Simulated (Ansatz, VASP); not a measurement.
# Si91C5 (amorphous film on crystalline Si with 5 % C on Si sites, (110)) in two plane-wave programs

One calculation is typed for both programs; each brings its own data sets. How far apart do they land? The cell is taken from a series of runs on this material, whose earlier steps may have relaxed, scaled, displaced or heated it; both programs get it as it stands.

Main program and level: Ansatz 0.2.0; plane waves, with VASP 6.6.1 beside it; single point at PBE.

### Step 1. The starting structure

The cell holds 192 atoms: 182 Si and 10 C. Its edges and angles: a = 10.864 Å, b = 15.364 Å, c = 35.661 Å, α = 90.0°, β = 90.0°, γ = 90.0°. It derives from Si (diamond Si). As first built, before any earlier steps moved the atoms (in the runner's words): A 2 x 2 x 3 block of diamond Si (a = 5.432 A), 5 % of Si replaced at random by C with its (110) planes normal to z; the lower 33 % held fixed, the rest melted at 3500 K for 10 ps and cooled to 500 K at 100 K/ps with the Tersoff potential (Tersoff, Phys. Rev. B 39, 5566 (1989)); then all atoms free for 10 ps at 500 K, under. . Vacuum lies along c.

### Step 2. VASP: single point, PBE

With cell and atoms fixed, the geometry can't cause a difference; cores, projectors, grids and the points listed under the comparison can.

Lines of VASP's logs that name or quote its potential files are left out, and so is its time.

The input, INCAR:

```
SYSTEM = Si91C5
PREC = Accurate
ENCUT = 520
EDIFF = 1E-06
NELM = 120
ISMEAR = 0
SIGMA = 0.05
LREAL = Auto
ALGO = Normal
GGA = PE
NBANDS = 518
LORBIT = 11
LWAVE = .FALSE.
LCHARG = .FALSE.
ISIF = 2
LASPH = .TRUE.
GGA_COMPAT = .FALSE.
EFERMI = MIDGAP
```

The input, POSCAR:

```
Si91C5
1.0
   10.8640000000      0.0000000000      0.0000000000
    0.0000000000     15.3640200000      0.0000000000
    0.0000000000      0.0000000000     35.6606200000
Si C
182 10
Direct
    0.9996000000      0.8221100000      0.9709100000
    0.1698100000      0.8242700000      0.0111100000
    0.2770800000      0.1894200000      0.0123200000
    0.4141700000      0.1788000000      0.0652500000
    0.2814400000      0.9559600000      0.0105300000
    0.4182100000      0.9655200000      0.0628600000
    0.0378700000      0.8225500000      0.0641300000
    0.1646000000      0.8194000000      0.1186700000
    0.0243900000      0.0716400000      0.0692900000
    0.1460500000      0.0638700000      0.1268300000
    0.2822200000      0.9495400000      0.1146600000
    0.4407900000      0.9595400000      0.9668300000
    0.2797700000      0.1891900000      0.1195000000
    0.4315300000      0.2002700000      0.9684700000
    0.0490800000      0.0799400000      0.9489300000
    0.1376900000      0.0713200000      0.0114500000
    0.9911600000      0.3323200000      0.9707200000
    0.1657900000      0.3214800000      0.0090900000
    0.2917500000      0.6976600000      0.0076700000
    0.4117200000      0.7002500000      0.0632900000
    0.2877700000      0.4482600000      0.0073000000
    0.3993800000      0.4466000000      0.0647100000
    0.0387700000      0.3232900000      0.0629000000
    0.1627600000      0.3198000000      0.1171000000
    0.0372500000      0.5735700000      0.0628400000
    0.1584500000      0.5741100000      0.1171900000
    0.2822500000      0.4492000000      0.1206700000
    0.2909900000      0.6936300000      0.1187100000
    0.3882200000      0.6848100000      0.9477300000
    0.9906400000      0.5789000000      0.9675600000
[... 156 atom lines left out ...]
    0.3014000000      0.2004000000      0.2049800000
    0.0787600000      0.0271200000      0.1683600000
    0.1604100000      0.1825600000      0.4340300000
    0.6692600000      0.5759300000      0.2089400000
    0.6740200000      0.2583100000      0.3051800000
    0.5205100000      0.3844600000      0.4005800000
```

The input, KPOINTS:

```
Automatic mesh
0
Gamma
1 1 1
0 0 0
```

PAW data sets: Si and C (PBE family, release 64).

Command:

```
export OMP_NUM_THREADS=3
mpirun -np 1 vasp_gam
```

Numbers of over 12 decimals in the logs are rounded to 6 here.

What it wrote:

```text
[banner, memory and clock lines left out]
running    1 mpi-ranks, on    1 nodes
[...]
Offloading initialized ...    1 GPUs detected
[...]
LDA part: xc-table for (Slater+PW92), standard interpolation
 POSCAR, INCAR and KPOINTS ok, starting setup
[...]
entering main loop
       N       E                     dE             d eps       ncg     rms          rms(c)
DAV:   1     0.428961542500E+04    0.42896E+04   -0.31973E+05  1036   0.124E+03
DAV:   2    -0.559006721483E+03   -0.48486E+04   -0.46133E+04  1258   0.226E+02
DAV:   3    -0.102842810690E+04   -0.46942E+03   -0.45482E+03  1432   0.621E+01
DAV:   4    -0.105445004432E+04   -0.26022E+02   -0.25787E+02  1520   0.164E+01
[...]
DAV:  40    -0.101195705618E+04   -0.50271E-05   -0.16027E-07   728   0.534E-04    0.745E-04
DAV:  41    -0.101195705990E+04   -0.37142E-05   -0.25688E-07   744   0.575E-04    0.783E-04
DAV:  42    -0.101195705993E+04   -0.27969E-07   -0.98116E-08   584   0.376E-04
   1 F= -.10119571E+04 E0= -.10119557E+04  d E =-.264569E-02
```

From OUTCAR (step 2):

```text
  FREE ENERGIE OF THE ION-ELECTRON SYSTEM (eV)
  ---------------------------------------------------
  free  energy   TOTEN  =     -1011.9570599257 eV

  energy  without entropy=    -1011.9544142362  energy(sigma->0) =    -1011.95573708
```

### Step 3. Ansatz: single point, PBE

Ansatz runs on its default PAW (the set named soft_2) files.

The same cell, functional, mesh and smearing now go to Ansatz, which takes its cutoff from its data sets.

The input, input.yaml:

```yaml
crystal:
  lattice:
    - [10.864, 0.0, 0.0]
    - [0.0, 15.36402, 0.0]
    - [0.0, 0.0, 35.66062]
  atoms:
    - { symbol: Si, position: [0.9996, 0.82211, 0.97091] }
    - { symbol: Si, position: [0.16981, 0.82427, 0.01111] }
    - { symbol: Si, position: [0.27708, 0.18942, 0.01232] }
    - { symbol: Si, position: [0.41417, 0.1788, 0.06525] }
    - { symbol: Si, position: [0.28144, 0.95596, 0.01053] }
    - { symbol: Si, position: [0.41821, 0.96552, 0.06286] }
    - { symbol: Si, position: [0.03787, 0.82255, 0.06413] }
    - { symbol: Si, position: [0.1646, 0.8194, 0.11867] }
    - { symbol: Si, position: [0.02439, 0.07164, 0.06929] }
    - { symbol: Si, position: [0.14605, 0.06387, 0.12683] }
    - { symbol: Si, position: [0.28222, 0.94954, 0.11466] }
    - { symbol: Si, position: [0.44079, 0.95954, 0.96683] }
    - { symbol: Si, position: [0.27977, 0.18919, 0.1195] }
    - { symbol: Si, position: [0.43153, 0.20027, 0.96847] }
    - { symbol: Si, position: [0.04908, 0.07994, 0.94893] }
    - { symbol: Si, position: [0.13769, 0.07132, 0.01145] }
    - { symbol: Si, position: [0.99116, 0.33232, 0.97072] }
    - { symbol: Si, position: [0.16579, 0.32148, 0.00909] }
    - { symbol: Si, position: [0.29175, 0.69766, 0.00767] }
    - { symbol: Si, position: [0.41172, 0.70025, 0.06329] }
    - { symbol: Si, position: [0.28777, 0.44826, 0.0073] }
    - { symbol: Si, position: [0.39938, 0.4466, 0.06471] }
    - { symbol: Si, position: [0.03877, 0.32329, 0.0629] }
    - { symbol: Si, position: [0.16276, 0.3198, 0.1171] }
    - { symbol: Si, position: [0.03725, 0.57357, 0.06284] }
    - { symbol: Si, position: [0.15845, 0.57411, 0.11719] }
    - { symbol: Si, position: [0.28225, 0.4492, 0.12067] }
    - { symbol: C, position: [0.42194, 0.45012, 0.97459] }
    - { symbol: Si, position: [0.29099, 0.69363, 0.11871] }
    - { symbol: Si, position: [0.38822, 0.68481, 0.94773] }
[... 156 atom lines left out ...]
    - { symbol: Si, position: [0.04779, 0.78435, 0.5311] }
    - { symbol: Si, position: [0.55593, 0.55449, 0.24963] }
    - { symbol: Si, position: [0.15874, 0.50224, 0.4833] }
    - { symbol: Si, position: [0.66968, 0.69842, 0.38434] }
    - { symbol: Si, position: [0.44539, 0.67664, 0.28001] }
    - { symbol: Si, position: [0.44996, 0.20524, 0.53063] }
kpoints:
  mp_grid: { grid: [1, 1, 1] }
hamiltonian:
  xc: pbe
scf:
  occupations: { method: gaussian, width: 0.05 }
output:
  forces: true
  eigenvalues: true
```

Command:

```
ansatz run input.yaml --threads 4 --pin off --max-ram 15872MiB --backend cpu --events-out ev --progress --plain --runs-dir out
```

What it wrote:

```text
Engine: ansatz 0.2.0, x86_64-unknown-linux-gnu
Pseudopotentials: kind: paw
Pseudopotential: Si, paw, valence charge 4, recommended cutoff 420 eV (normal), Si.paw.azcp
Pseudopotential: C, paw, valence charge 4, recommended cutoff 420 eV (normal), C.paw.azcp
Functional definition: PBE
  parameter kappa = 0.804
  parameter beta = 0.066725
  exchange = pbe_x(kappa = kappa, mu = beta*pi^2/3)
  correlation = pbe_c(beta = beta)
Crystal: 192 atoms, lattice volume = 5952.282 Å³
Basis set: ecut = 420 eV, 116373 PW (Γ), exchange–correlation on 150×216×480 points (8 copies of the dense FFT grid, shifted against one another)
Bands: 576, of which v1, the nominal top of the filled ones, is band 384 counted from 1 (383 counted from 0)
Symmetry: 1 space group operations
Space group: P1 (ITA 1), of the structure as read, at distance tolerance 1.8e-4 Å
k-points: 1
Non-local potential: Si, projectors of the file, l = 0: 2, l = 1: 2, l = 2: 2
Non-local potential: C, projectors of the file, l = 0: 2, l = 1: 2, l = 2: 1
PAW form: soft (Blöchl's): semilocal exchange-correlation on the pseudo side does not see the compensation charge
PAW one-centre angular grid: Si, 110 points (default); XC on 64 Gauss nodes
PAW one-centre angular grid: C, 110 points (default); XC on 64 Gauss nodes
Initial density: superposition of atomic densities (neutral atoms: chi_scale 0, normalization atom), corrected by the library's trained network
Initial wavefunctions: pseudopotential atomic-orbital guess
Functional: x = pbe(κ = 0.804, μ = 0.219515), c = pbe(β = 0.066725)
SCF iter   1: F=—  HF=-118159.578732 eV  |F-HF|=—  |Δ(HF+E_count)|=         —  Δρ=3.33e-3  dr2=2.52e0  ethr=1.77e-3  ⟨swp⟩=8.0  Hψ=3343  notcnv=0  defer=123
preconditioner: auto → LDOS  [insulator: Δε(μ)=0.187 eV  Ē_g=7.734 eV  σ=0.050 eV  W_gap=0.99  n_scr=728 (ndim 8)  ℏωp=13.3 eV  f_vac=0.342  D(μ)=1.38/eV (n_scr^D=2)  ε∞_Penn≈4.0  β→1.0]
SCF iter   2: F=—  HF=-118159.727055 eV  |F-HF|=—  |Δ(HF+E_count)|=   1.48e-1  Δρ=2.54e-3  dr2=3.76e0  ethr=3.28e-4  ⟨swp⟩=3.0  Hψ=888  notcnv=0  defer=180
SCF iter   3: F=—  HF=-118159.267452 eV  |F-HF|=—  |Δ(HF+E_count)|=   4.60e-1  Δρ=5.98e-4  dr2=1.76e-1  ethr=3.28e-4  ⟨swp⟩=4.0  Hψ=657  notcnv=0  defer=180
SCF iter   4: F=—  HF=-118159.250444 eV  |F-HF|=—  |Δ(HF+E_count)|=   1.70e-2  Δρ=2.22e-4  dr2=2.63e-2  ethr=2.29e-5  ⟨swp⟩=2.0  Hψ=780  notcnv=0  defer=49
automatic band count: iteration 4 solves 445 bands in place of 576: the levels show a gap, and the empty bands left out lie too high to hold charge; the band table lists the bands solved (type scf.n_extra_bands for more)
SCF iter   5: F=—  HF=-118159.248528 eV  |F-HF|=—  |Δ(HF+E_count)|=   1.92e-3  Δρ=8.58e-5  dr2=7.45e-3  ethr=3.43e-6  ⟨swp⟩=2.0  Hψ=635  notcnv=0  defer=49
SCF iter   6: F=—  HF=-118159.248238 eV  |F-HF|=—  |Δ(HF+E_count)|=   2.91e-4  Δρ=4.12e-5  dr2=3.30e-3  ethr=9.70e-7  ⟨swp⟩=2.0  Hψ=780  notcnv=0  defer=49
SCF iter   7: F=—  HF=-118159.248039 eV  |F-HF|=—  |Δ(HF+E_count)|=   1.99e-4  Δρ=2.30e-5  dr2=8.05e-4  ethr=4.29e-7  ⟨swp⟩=2.0  Hψ=465  notcnv=0  defer=49
SCF iter   8: F=—  HF=-118159.247970 eV  |F-HF|=—  |Δ(HF+E_count)|=   6.88e-5  Δρ=1.54e-5  dr2=9.65e-5  ethr=1.05e-7  ⟨swp⟩=2.0  Hψ=479  notcnv=0  defer=49
SCF iter   9: F=—  HF=-118159.248405 eV  |F-HF|=—  |Δ(HF+E_count)|=   4.35e-4  Δρ=7.40e-6  dr2=9.62e-6  ethr=1.26e-8  ⟨swp⟩=3.0  Hψ=911  notcnv=0  defer=49
SCF iter  10: F=—  HF=-118159.248409 eV  |F-HF|=—  |Δ(HF+E_count)|=   3.53e-6  Δρ=3.07e-6  dr2=2.08e-6  ethr=1.25e-9  ⟨swp⟩=2.0  Hψ=781  notcnv=0  defer=49
SCF iter  11: F=—  HF=-118159.248409 eV  |F-HF|=—  |Δ(HF+E_count)|=   6.73e-7  Δρ=1.14e-6  dr2=1.89e-7  ethr=2.70e-10  ⟨swp⟩=2.0  Hψ=663  notcnv=0  defer=49
SCF iter  12: F=-118159.248410 eV  HF=-118159.248410 eV  |F-HF|=4.84e-8  |Δ(HF+E_count)|=   1.95e-7  Δρ=4.86e-7  dr2=3.25e-8  ethr=1.30e-11  ⟨swp⟩=17.0  Hψ=2241  notcnv=0
SCF 1 converged in 12 iterations: F = -118159.248410 eV  dr2 = 3.25e-8
  greatest PAW one-centre occupation: 0.697 electrons in one spin orbital (limit 2), on the Si atom at site 14 (counted from 0), in its partial waves of l = 0
SCF converged after 12 iterations
Free energy (F): -118159.248410 eV
Harris-Foulkes:  -118159.248410 eV  (|F-HF|=4.84e-8)
Internal energy: -118159.245786 eV  (E = F + TS)
E sigma→0 (E₀):  -118159.247098 eV
Entropy (-TS):   -0.002624 eV (-0.014 meV/atom)
Fermi energy:    2.327708 eV
--- Per-component energies (eV) ---
  E_band       = -2306.063412
  E_kinetic    = 8185.445624
  E_local      = -307784.908866  (includes V_loc(G=0)·N_el)
  E_nonlocal   = 4986.031367
  E_hartree    = 150932.594125
  E_xc         = -10499.567498
  E_vxc        = -9065.917422  (∫ρ·V_xc dr)
  E_paw        = -94293.145787  (= ΣΔE_a)
  E_vpaw       = -491.934828  (= ΣTr[D̂ρ^β])
  E_aug_tail   = 0.001220  (compensation charges beyond the density's cutoff)
  E_ewald      = 130314.304029
  E_smearing   = -0.002624  (= −TS)
[...]
atom 107  Si     0.00393495    -0.00686921    -0.00149200
  atom 108  Si    -0.08276483     0.00702834     0.23015864
  atom 109  Si    -0.03914696    -0.03484842     0.01069043
  atom 110  Si     1.50365718    -0.09862730     2.20679824
  atom 111  Si    -1.88342154     0.12152676     2.30832329
  atom 112  Si     0.11176546    -0.07183313     0.50741781
  atom 113  Si    -0.00249085     0.00344932     0.04818170
  atom 114  Si    -0.00157922     0.00098930    -0.00715380
  atom 115  Si    -0.01387292     0.00707816    -0.00242220
  atom 116  Si    -0.00464174     0.00224082    -0.00604666
  atom 117  Si     0.00781301    -0.00539917     0.01367361
  atom 118  Si     0.00425462    -0.00491354     0.00786021
  atom 119  Si    -0.03716286     0.00896834    -0.00557867
  atom 120  Si     0.00534037     0.00100519     0.00706101
  atom 121  Si     0.00467608    -0.00719623     0.00183339
  atom 122  Si    -0.00159714    -0.00021590     0.00388330
  atom 123  Si     0.00349881    -0.00095021     0.00293665
  atom 124  Si    -0.11319222     0.01539969     0.10245211
  atom 125  Si     0.00177142    -0.00695725    -0.00241016
  atom 126  Si    -0.01437226     0.02293260    -0.00136908
  atom 127  Si     0.00885828    -0.00529515    -0.00612132
  atom 128  Si    -0.01341480    -0.00534360     0.00377888
  atom 129  Si     0.05178947    -0.02710241     0.10265051
  atom 130  Si    -0.00948949    -0.00919917    -0.00541129
[...]
atom 185  Si     0.00112453    -0.00082949     0.00095229
  atom 186  Si    -0.00227047     0.01176623    -0.00219867
  atom 187  Si    -0.00349957     0.00563503     0.00401400
  atom 188  Si     0.01387688     0.01741751     0.06280736
  atom 189  Si     0.00122317    -0.00235372     0.00087744
  atom 190  Si     0.00037838    -0.00707614     0.00571057
  atom 191  Si    -0.00238646    -0.01011730     0.04153910
  atom 192  Si    -0.00234977     0.00044824    -0.00739972
  max |Σ_I F_I| component: 1.59e-5 eV/Å
--- Band table (eV) ---
  k-point 0: bands = [... 380 lower, 2.0442, 2.1307, 2.1997, 2.2397, 2.4154, 2.4696, 2.5496, 2.5735, ... 57 higher]
```

Reading the cycles: dr2 is the Hartree energy of the density residual (eV), the measure of convergence; HF is the Harris–Foulkes estimate of the energy, which meets the free energy F at convergence.

### Step 4. Differences

Known differences besides the potentials themselves: the cutoff is 420 eV in Ansatz and 520 eV in VASP (PREC = Accurate, projectors in real space). Total energies have different zeros and are not compared.

Both answers:

```
              quantity  Ansatz   VASP  difference
gap on the k mesh (eV)   0.176  0.175       0.000
```

Forces on 8 of the 192 atoms, those with the largest forces and the largest differences (eV/Å; atoms numbered as in POSCAR):

```
 atom          Ansatz x, y, z            VASP x, y, z
 Si10    1.348, 1.038, -3.587    1.351, 1.032, -3.591
 Si11  -1.988, -0.084, -3.434  -1.982, -0.085, -3.422
 Si40   1.468, -0.061, -2.746   1.468, -0.061, -2.730
 Si56   1.781, -0.017, -3.385   1.772, -0.019, -3.376
 Si59   -1.952, 0.091, -3.200   -1.941, 0.089, -3.187
Si136     2.060, 0.149, 3.187     2.052, 0.148, 3.171
Si165    2.002, -0.072, 3.187    1.998, -0.074, 3.174
Si166    -1.832, 0.004, 3.252    -1.829, 0.004, 3.237
```

The forces differ by 4.3 meV/Å r.m.s., which is 0.6 % of the r.m.s. force of 0.727 eV/Å (both taken over all components). A gap on the mesh is an upper bound, since the band edges may lie between its points. With vacuum in the cell, a pressure given here is an average over mostly empty space and none of the material.

### Step 5. Summary of results

```yaml
r_m_s_force_difference_single_point_pbe: 0.59 % of the r.m.s. force
```

What this shows: The r.m.s. force difference is 0.59 % of the r.m.s. force (single point, PBE), within the 3 % picked in this series as the mark of a large difference. Such differences can come from data sets, numerical settings and the points named under the comparisons, not from the functional's error against experiment.

[Lines on the potential files, build, host, timing and source positions are cut from VASP's logs without a mark.]

[Logs are printed without paths, hosts, clocks, repeated set-up lines and the standing remarks that a program may print on its own settings, such as how far it seeks lower states.]

[Hosts, paths, dates, database ids (printed as entryN), source tags and the programs' standing remarks are cut or masked in the printed files.]
